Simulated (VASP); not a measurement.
```
CELL_PARAMETERS angstrom
      1.86660    -3.23305     0.00000
      1.86660     3.23305     0.00000
      0.00000     0.00000     5.93640
ATOMIC_POSITIONS crystal
  Zr 0.00000 0.00000 0.00000
  S  0.33333 0.66667 0.25000
  S  0.66667 0.33333 0.75000
```

The numbers are results of PBE GGA, VASP's PBE PAW potentials (set 64) (plane waves; VASP), not measurements. Run with 250 eV cut-off, 6×6×4 Γ-centred mesh, Gaussian smearing of 0.050 eV, potentials Zr_sv S.

At this cut-off the stress carries a Pulay error, which pulls relaxed volumes low.

**Question.** Which forces act on the atoms, in eV/Å?

**Answer.** 
```
atom     Fx     Fy      Fz
----  -----  -----  ------
Zr1   0.000  0.000   0.000
S2    0.000  0.000  -0.651
S3    0.000  0.000   0.651
```

**Question.** Give the stress tensor in GPa (positive for a compressed cell).

**Answer.** 
```
-4.87   0.00   0.00
 0.00  -4.87   0.00
 0.00   0.00  -3.88
```
The pressure is its mean diagonal, -4.54 GPa.

The compound is ZrS2 in the 1T layered structure. The cell was not relaxed at this level. The run is one of a series of settings (ENCUT = 250 against the base run), some of them coarse on purpose.
